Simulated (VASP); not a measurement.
# RPA total energies of ZnSe (Stilleite), part 3 of 6

Aim: total energies of ZnSe (Stilleite) from exact exchange and RPA correlation, beside cheaper functionals. The scan starts from a database cell scaled to its smallest volume. The cell is of the zinc-blende type. The start is a cell from a database of measured crystal structures.

VASP 6.6.1, plane waves and PAW; the level of theory is named at each step.

So far. Step 8 (Comparison: HSE06, volume ratio 0.92): Its energy is -3.6540 eV an atom, on a zero of its own. Step 9 (Orbitals, volume ratio 0.96): The run ends at a pressure of -0.55 GPa.

## 10. Exact exchange, volume ratio 0.96

This step: Hartree-Fock energy on LDA orbitals; plane waves and PAW (Se_GW, Zn_GW) (VASP 6.6.1).

Exact exchange at this point.

Contents of INCAR:

```
SYSTEM = ZnSe
PREC = Accurate
ENCUT = 370
ISMEAR = 0
SIGMA = 0.05
LREAL = .FALSE.
GGA = CA
NBANDS = 15
ALGO = Eigenval
NELM = 1
LHFCALC = .TRUE.
AEXX = 1
ALDAC = 0
AGGAC = 0
PRECFOCK = Normal
LWAVE = .FALSE.
LCHARG = .FALSE.
```

Contents of POSCAR:

```
ZnSe
1.0
    0.0000000000      2.7955007105      2.7955007105
    2.7955007105      0.0000000000      2.7955007105
    2.7955007105      2.7955007105      0.0000000000
Se Zn
1 1
Direct
    0.7500000000      0.7500000000      0.7500000000
    0.0000000000      0.0000000000      0.0000000000
```

Contents of KPOINTS:

```
Automatic mesh
0
Gamma
5 5 5
0 0 0
```

Potentials, in the order of the species: Se_GW and Zn_GW (LDA family, release 64).

The run starts from files that an earlier step left in the folder.

On the command line:

```sh
$ mpirun -np 4 vasp_std
```

Standard output:

```text
[banner, memory and clock lines left out]
running    4 mpi-ranks, on    1 nodes
[...]
LDA part: xc-table for (Slater(with rela. corr.)+CA(PZ))
 , standard interpolation
 [... a notice as in an earlier step ...]

 found WAVECAR, reading the header
  number of bands has changed, file:    15 present:    16
  trying to continue reading WAVECAR, but it might fail
 POSCAR, INCAR and KPOINTS ok, starting setup
[...]
reading WAVECAR
 random initialization beyond band           15
 the WAVECAR file was read successfully
 initial charge from wavefunction
 entering main loop
       N       E                     dE             d eps       ncg     rms          rms(c)
EIG:   1    -0.107340E+02   -0.10734E+02    0.00000E+00     0   0.000E+00
   1 F= -.10734012E+02 E0= -.10734012E+02  d E =-.591006E-15
```

Run time: 25 s. Hardware: 4 MPI ranks of Intel Xeon Platinum 8488C (Sapphire Rapids), shared host; peak memory 0.43 GiB.

From OUTCAR (step 10):

```text
 POSITION                                       TOTAL-FORCE (eV/Angst)
 -----------------------------------------------------------------------------------
      4.19325      4.19325      4.19325        -0.000000     -0.000000     -0.000000
      0.00000      0.00000      0.00000         0.000000      0.000000      0.000000
 -----------------------------------------------------------------------------------
    total drift:                                0.000001     -0.000001     -0.000000

  FREE ENERGIE OF THE ION-ELECTRON SYSTEM (eV)
  ---------------------------------------------------
  free  energy   TOTEN  =       -10.7340123248 eV

  energy  without entropy=      -10.7340123248  energy(sigma->0) =      -10.73401232

[... 2 parts as in an earlier step ...]

[... 1 further part left out ...]
[key lines of the parts left out:]
E-fermi :   3.2086
```

The Hartree-Fock energy on these orbitals is -5.3670 eV an atom.

## 11. Empty bands, volume ratio 0.96

This step: LDA; plane waves and PAW (Se_GW, Zn_GW) (VASP 6.6.1).

The empty bands are made again, for the run that follows.

Contents of INCAR:

```
SYSTEM = ZnSe
PREC = Accurate
ENCUT = 370
ISMEAR = 0
SIGMA = 0.05
LREAL = .FALSE.
GGA = CA
NBANDS = 724
ALGO = Exact
NELM = 1
LWAVE = .TRUE.
LCHARG = .FALSE.
LOPTICS = .TRUE.
NEDOS = 1000
CSHIFT = 0.1
```

POSCAR is that of step 10.

KPOINTS is that of step 10.

On the command line:

```sh
$ mpirun -np 4 vasp_std
```

Standard output:

```text
[banner, memory and clock lines left out]
running    4 mpi-ranks, on    1 nodes
[...]
LDA part: xc-table for (Slater(with rela. corr.)+CA(PZ))
 , standard interpolation
 found WAVECAR, reading the header
  number of bands has changed, file:    15 present:   724
  trying to continue reading WAVECAR, but it might fail
 POSCAR, INCAR and KPOINTS ok, starting setup
[...]
reading WAVECAR
 random initialization beyond band           15
 the WAVECAR file was read successfully
 initial charge from wavefunction
 entering main loop
       N       E                     dE             d eps       ncg     rms          rms(c)
DIA:   1    -0.735812E+01   -0.73581E+01    0.00000E+00     0   0.000E+00
   1 F= -.73581227E+01 E0= -.73581227E+01  d E =-.613174E-30
 writing wavefunctions
 optical routines
 imaginary and real dielectric function
 recalculating local potential from charge density
 direction            1
 direction            2
 direction            3
```

Wall time 7.2 s (4 MPI ranks); peak memory 0.66 GiB; 26 s of CPU time.

OUTCAR, selected parts (step 11):

```text
  Total       -0.1483079     -0.1483079     -0.1483079     -0.0000000      0.0000000     -0.0000000
  in kB       -5.4383358     -5.4383358     -5.4383358     -0.0000000      0.0000000     -0.0000000
  external PRESSURE =      -5.4383358 kB  Pullay stress =       0.0000000 kB

 POSITION                                       TOTAL-FORCE (eV/Angst)
 -----------------------------------------------------------------------------------
      4.19325      4.19325      4.19325        -0.000000      0.000000     -0.000000
      0.00000      0.00000      0.00000         0.000000     -0.000000      0.000000
 -----------------------------------------------------------------------------------
    total drift:                               -0.000001     -0.000001     -0.000001

  FREE ENERGIE OF THE ION-ELECTRON SYSTEM (eV)
  ---------------------------------------------------
  free  energy   TOTEN  =        -7.3581226650 eV

  energy  without entropy=       -7.3581226650  energy(sigma->0) =       -7.35812267

[... 1 part as in an earlier step ...]

[... 2 further parts left out ...]
[key lines of the parts left out:]
E-fermi :   3.3397
```

WAVECAR now holds 724 bands for 18 electrons.

## 12. RPA correlation, volume ratio 0.96

This step: RPA correlation on LDA orbitals; plane waves and PAW (Se_GW, Zn_GW) (VASP 6.6.1).

RPA correlation at this point.

Contents of INCAR:

```
SYSTEM = ZnSe
PREC = Accurate
ENCUT = 370
ISMEAR = 0
SIGMA = 0.05
LREAL = .FALSE.
GGA = CA
NBANDS = 724
ALGO = ACFDT
ENCUTGW = 160
NOMEGA = 12
PRECFOCK = Fast
LWAVE = .FALSE.
LCHARG = .FALSE.
```

POSCAR is that of step 11.

KPOINTS is that of step 11.

On the command line:

```sh
$ mpirun -np 4 vasp_std
```

Standard output:

```text
[banner, memory and clock lines left out]
running    4 mpi-ranks, on    1 nodes
[...]
LDA part: xc-table for (Slater(with rela. corr.)+CA(PZ))
 , standard interpolation
 found WAVECAR, reading the header
 POSCAR, INCAR and KPOINTS ok, starting setup
[...]
reading WAVECAR
 the WAVECAR file was read successfully
 initial charge from wavefunction
 available memory per node:    123.15 GB, setting MAXMEM to    126105

 The Fermi energy was updated, please check that it is located mid-gap
 values below the HOMO (VB) or above the LUMO (CB) will cause erroneous energies
 E-fermi :   3.5537

 the WAVEDER file was read successfully
 set NWRITE>2 for more details about minimax calculation
 number of imaginary grid points requested:      12
 number of distinct grids requested:  1
 quadrature errors minimized for energies in [ 0.122E+01, 0.374E+03 ]
 bosonic grid (T=0, re) determined with error: 0.8557E-07
 bosonic grid (re): 0.8557E-07
       0.2918       0.9507       1.8627       3.2951       5.7028
[...]
NQ=   4    0.2000    0.2000    0.0000,
|.........|.........|.........|.........
 performed      37876000 updates of chi_q(r,r)
 total number of BLAS operations      11547.81 Gflops
NQ=   5    0.4000    0.2000    0.0000,
|.........|.........|.........|.........
 performed      47345000 updates of chi_q(r,r)
 total number of BLAS operations      14458.13 Gflops
NQ=   6   -0.4000    0.2000    0.0000,
|.........|.........|.........|.........
 performed      56814000 updates of chi_q(r,r)
 total number of BLAS operations      17673.00 Gflops
NQ=   7   -0.2000    0.2000    0.0000,
|.........|.........|.........|.........
 performed      66283000 updates of chi_q(r,r)
 total number of BLAS operations      20703.33 Gflops
NQ=   8    0.4000    0.4000    0.0000,
|.........|.........|.........|.........
 performed      75752000 updates of chi_q(r,r)
 total number of BLAS operations      23794.56 Gflops
NQ=   9   -0.4000    0.4000    0.0000,
|.........|.........|.........|.........
 performed      85221000 updates of chi_q(r,r)
 total number of BLAS operations      27009.43 Gflops
NQ=  10   -0.4000    0.4000    0.2000,
|.........|.........|.........|.........
 performed      94690000 updates of chi_q(r,r)
 total number of BLAS operations      30039.76 Gflops
 entering main loop
```

Wall time 5.4 min (4 MPI ranks); peak memory 1.7 GiB; 22 min of CPU time.

OUTCAR, selected parts (step 12):

```text
      cutoff energy     smooth cutoff   RPA   correlation   Hartree contr. to MP2
---------------------------------------------------------------------------------
            160.000           128.000      -17.0640412926      -27.2632872093
            152.381           121.905      -16.8228711054      -26.8412635524
            145.125           116.100      -16.5719240815      -26.4052206033
            138.214           110.571      -16.3148248951      -25.9622449753
            131.632           105.306      -16.0479879262      -25.5066786767
            125.364           100.291      -15.7779410472      -25.0501775434
            119.394            95.516      -15.4997370878      -24.5850577197
            113.709            90.967      -15.2184290775      -24.1208045800
  linear regression

[... 2 parts as in an earlier step ...]

[... 2 further parts left out ...]
[key lines of the parts left out:]
E-fermi :   3.5537
```

The correlation energy is -9.8908 eV an atom, +41 meV against the point before. With exact exchange the total is -15.2578 eV an atom.

## 13. Comparison: r2SCAN, volume ratio 0.96

This step: r2SCAN; plane waves and PAW (Se_GW, Zn_GW) (VASP 6.6.1).

The comparison at this point.

Contents of INCAR:

```
SYSTEM = ZnSe
PREC = Accurate
ENCUT = 370
EDIFF = 1E-06
NELM = 100
ISMEAR = 0
SIGMA = 0.05
LREAL = .FALSE.
ALGO = Normal
METAGGA = R2SCAN
LASPH = .TRUE.
NBANDS = 15
LWAVE = .FALSE.
LCHARG = .FALSE.
KPAR = 4
```

POSCAR is that of step 12.

KPOINTS is that of step 12.

On the command line:

```sh
$ mpirun -np 4 vasp_std
```

Standard output:

```text
[banner, memory and clock lines left out]
running    4 mpi-ranks, on    1 nodes
[...]
[... a notice as in an earlier step ...]

 LDA part: xc-table for (None), standard interpolation
 POSCAR, INCAR and KPOINTS ok, starting setup
[...]
entering main loop
       N       E                     dE             d eps       ncg     rms          rms(c)
DAV:   1    -0.176548E+03   -0.17655E+03   -0.73754E+03   300   0.180E+03
DAV:   2    -0.288363E+03   -0.11181E+03   -0.10465E+03   370   0.296E+02
DAV:   3    -0.294296E+03   -0.59331E+01   -0.59087E+01   448   0.664E+01
DAV:   4    -0.294380E+03   -0.84236E-01   -0.84207E-01   357   0.622E+00
[...]
DAV:  13    -0.291348E+03    0.11881E-04   -0.23177E-05   439   0.248E-01    0.226E-03
DAV:  14    -0.291348E+03   -0.15869E-05   -0.22813E-06   241   0.230E-02    0.198E-03
DAV:  15    -0.291348E+03   -0.55119E-06   -0.72530E-07   171   0.373E-02
   1 F= -.29134821E+03 E0= -.29134821E+03  d E =-.113728E-11
```

Wall time 12 s (4 MPI ranks); peak memory 0.58 GiB; 44 s of CPU time.

From OUTCAR (step 13):

```text
  Total        0.7744997      0.7744997      0.7744997      0.0000000      0.0000000     -0.0000000
  in kB       28.4003052     28.4003052     28.4003052      0.0000000      0.0000000     -0.0000000
  external PRESSURE =      28.4003052 kB  Pullay stress =       0.0000000 kB

 POSITION                                       TOTAL-FORCE (eV/Angst)
 -----------------------------------------------------------------------------------
      4.19325      4.19325      4.19325         0.000000      0.000000      0.000000
      0.00000      0.00000      0.00000        -0.000000     -0.000000     -0.000000
 -----------------------------------------------------------------------------------
    total drift:                                0.000013      0.000013      0.000012

  FREE ENERGIE OF THE ION-ELECTRON SYSTEM (eV)
  ---------------------------------------------------
  free  energy   TOTEN  =      -291.3482082096 eV

  energy  without entropy=     -291.3482082096  energy(sigma->0) =     -291.34820821

[... 2 parts as in an earlier step ...]

[... 1 further part left out ...]
[key lines of the parts left out:]
E-fermi :   3.1512
```

Its energy is -145.6741 eV an atom, on a zero of its own.

## 14. Orbitals for comparison: HSE06, volume ratio 0.96

This step: LDA; plane waves and PAW (Se_GW, Zn_GW) (VASP 6.6.1).

Starting orbitals, as before.

Contents of INCAR:

```
SYSTEM = ZnSe
PREC = Accurate
ENCUT = 370
EDIFF = 1E-05
NELM = 100
ISMEAR = 0
SIGMA = 0.05
LREAL = .FALSE.
ALGO = Normal
GGA = CA
NBANDS = 15
LORBIT = 11
LWAVE = .TRUE.
LCHARG = .FALSE.
KPAR = 4
```

POSCAR is that of step 13.

KPOINTS is that of step 13.

On the command line:

```sh
$ mpirun -np 4 vasp_std
```

Standard output:

```text
[... set-up lines as in an earlier step ...]
 entering main loop
       N       E                     dE             d eps       ncg     rms          rms(c)
[... 9 cycles as in an earlier step ...]
DAV:  10    -0.735812E+01   -0.96785E-05   -0.83818E-05   448   0.195E-01
   1 F= -.73581194E+01 E0= -.73581194E+01  d E =-.395657E-12
 writing wavefunctions
```

Elapsed: 2.2 s, on 4 MPI ranks; peak memory 0.48 GiB.

OUTCAR, selected parts (step 14):

```text
  Total       -0.2326749     -0.2326749     -0.2326749      0.0000000      0.0000000      0.0000000
  in kB       -8.5320106     -8.5320106     -8.5320106      0.0000000      0.0000000      0.0000000
  external PRESSURE =      -8.5320106 kB  Pullay stress =       0.0000000 kB

 POSITION                                       TOTAL-FORCE (eV/Angst)
 -----------------------------------------------------------------------------------
      4.19325      4.19325      4.19325         0.000000      0.000000     -0.000000
      0.00000      0.00000      0.00000        -0.000000     -0.000000      0.000000
 -----------------------------------------------------------------------------------
    total drift:                               -0.000002     -0.000002     -0.000002

  FREE ENERGIE OF THE ION-ELECTRON SYSTEM (eV)
  ---------------------------------------------------
  free  energy   TOTEN  =        -7.3581193682 eV

  energy  without entropy=       -7.3581193682  energy(sigma->0) =       -7.35811937

[... 2 parts as in an earlier step ...]

[... 1 further part left out ...]
[key lines of the parts left out:]
E-fermi :   3.1742
```

The run ends at a pressure of -0.85 GPa.

## 15. Comparison: HSE06, volume ratio 0.96

This step: HSE06; plane waves and PAW (Se_GW, Zn_GW) (VASP 6.6.1).

The comparison at this point.

Contents of INCAR:

```
SYSTEM = ZnSe
PREC = Accurate
ENCUT = 370
EDIFF = 1E-06
NELM = 100
ISMEAR = 0
SIGMA = 0.05
LREAL = .FALSE.
ALGO = Normal
LHFCALC = .TRUE.
AEXX = 0.25
GGA = PE
HFSCREEN = 0.2
LASPH = .TRUE.
NBANDS = 15
PRECFOCK = Fast
LWAVE = .FALSE.
LCHARG = .FALSE.
KPAR = 4
```

POSCAR is that of step 14.

KPOINTS is that of step 14.

The WAVECAR or CHGCAR of an earlier step is read.

On the command line:

```sh
$ mpirun -np 4 vasp_std
```

Standard output:

```text
[... set-up lines as in an earlier step ...]
 entering main loop
       N       E                     dE             d eps       ncg     rms          rms(c)
DAV:   1    -0.743042E+01   -0.74304E+01   -0.11640E+00   442   0.553E+01    0.153E+00
DAV:   2    -0.737361E+01    0.56810E-01   -0.29642E-01   405   0.234E+01    0.444E-01
DAV:   3    -0.737531E+01   -0.17006E-02   -0.18604E-02   427   0.359E+00    0.199E-01
DAV:   4    -0.737455E+01    0.75915E-03   -0.19881E-03   457   0.169E+00    0.119E-01
DAV:   5    -0.737451E+01    0.39761E-04   -0.32190E-04   464   0.324E-01    0.741E-02
DAV:   6    -0.737449E+01    0.22703E-04   -0.36717E-05   454   0.135E-01    0.437E-02
DAV:   7    -0.737448E+01    0.91931E-05   -0.58223E-06   352   0.367E-02    0.262E-02
DAV:   8    -0.737448E+01    0.24644E-05   -0.24884E-06   393   0.123E-02    0.160E-02
DAV:   9    -0.737448E+01    0.43305E-06   -0.75704E-07   255   0.747E-03
   1 F= -.73744774E+01 E0= -.73744774E+01  d E =-.233832E-15
```

Wall time 47 s (4 MPI ranks); peak memory 0.94 GiB.

OUTCAR, selected parts (step 15):

```text
 POSITION                                       TOTAL-FORCE (eV/Angst)
 -----------------------------------------------------------------------------------
      4.19325      4.19325      4.19325        -0.000000     -0.000000     -0.000000
      0.00000      0.00000      0.00000         0.000000      0.000000      0.000000
 -----------------------------------------------------------------------------------
    total drift:                                0.000215      0.000141      0.000115

  FREE ENERGIE OF THE ION-ELECTRON SYSTEM (eV)
  ---------------------------------------------------
  free  energy   TOTEN  =        -7.3744774011 eV

  energy  without entropy=       -7.3744774011  energy(sigma->0) =       -7.37447740

[... 2 parts as in an earlier step ...]

[... 1 further part left out ...]
[key lines of the parts left out:]
E-fermi :   2.8360
```

Its energy is -3.6872 eV an atom, on a zero of its own.

## 16. Orbitals, volume ratio 0.99

This step: LDA; plane waves and PAW (Se_GW, Zn_GW) (VASP 6.6.1).

The same chain follows at a volume ratio of 0.99.

Contents of INCAR:

```
SYSTEM = ZnSe
PREC = Accurate
ENCUT = 370
EDIFF = 1E-08
NELM = 100
ISMEAR = 0
SIGMA = 0.05
LREAL = .FALSE.
ALGO = Normal
GGA = CA
NBANDS = 15
LORBIT = 11
LWAVE = .TRUE.
LCHARG = .FALSE.
KPAR = 4
```

Contents of POSCAR:

```
ZnSe
1.0
    0.0000000000      2.8243223372      2.8243223372
    2.8243223372      0.0000000000      2.8243223372
    2.8243223372      2.8243223372      0.0000000000
Se Zn
1 1
Direct
    0.7500000000      0.7500000000      0.7500000000
    0.0000000000      0.0000000000      0.0000000000
```

KPOINTS is that of step 15.

On the command line:

```sh
$ mpirun -np 4 vasp_std
```

Standard output:

```text
[... set-up lines as in an earlier step ...]
 entering main loop
       N       E                     dE             d eps       ncg     rms          rms(c)
DAV:   1     0.111117E+03    0.11112E+03   -0.74161E+03   300   0.163E+03
DAV:   2    -0.108206E+01   -0.11220E+03   -0.10549E+03   349   0.291E+02
DAV:   3    -0.757611E+01   -0.64940E+01   -0.64572E+01   457   0.707E+01
DAV:   4    -0.766456E+01   -0.88453E-01   -0.88433E-01   377   0.676E+00
[...]
DAV:  11    -0.734505E+01   -0.29356E-05   -0.48656E-06   446   0.564E-02    0.153E-03
DAV:  12    -0.734505E+01   -0.35329E-07   -0.36529E-07   476   0.192E-02    0.736E-04
DAV:  13    -0.734505E+01   -0.54420E-08   -0.36894E-08   414   0.588E-03
   1 F= -.73450458E+01 E0= -.73450458E+01  d E =-.146335E-16
 writing wavefunctions
```

Run time: 2.6 s. Hardware: 4 MPI ranks; peak memory 0.51 GiB; 7.5 s of CPU time.

From OUTCAR (step 16):

```text
  Total       -0.7106911     -0.7106911     -0.7106911      0.0000000      0.0000000      0.0000000
  in kB      -25.2707822    -25.2707822    -25.2707822      0.0000000      0.0000000      0.0000000
  external PRESSURE =     -25.2707822 kB  Pullay stress =       0.0000000 kB

 POSITION                                       TOTAL-FORCE (eV/Angst)
 -----------------------------------------------------------------------------------
      4.23648      4.23648      4.23648        -0.000000     -0.000000     -0.000000
      0.00000      0.00000      0.00000         0.000000      0.000000      0.000000
 -----------------------------------------------------------------------------------
    total drift:                               -0.000000     -0.000000     -0.000000

  FREE ENERGIE OF THE ION-ELECTRON SYSTEM (eV)
  ---------------------------------------------------
  free  energy   TOTEN  =        -7.3450457633 eV

  energy  without entropy=       -7.3450457633  energy(sigma->0) =       -7.34504576

[... 1 part as in an earlier step ...]

[... 2 further parts left out ...]
[key lines of the parts left out:]
E-fermi :   2.9150
```

The run ends at a pressure of -2.53 GPa.

(Part 3 of 6 ends here.)

[Long decimals in the printed logs are rounded to 6 places.]

[Lines on the potential files, build, host, timing and source positions are cut from VASP's logs without a mark.]

[Logs are printed without paths, hosts, clocks, repeated set-up lines and the standing remarks that a program may print on its own settings, such as how far it seeks lower states.]

[Hosts, paths, dates, database ids (printed as entryN), source tags and the programs' standing remarks are cut or masked in the printed files.]

[Measured values are set beside computed ones only where the two were judged alike; some that the calculation misses by far are left out.]

[Pressures printed for these runs are not shown converged in the cutoff: they can be off by several GPa and have the wrong sign.]
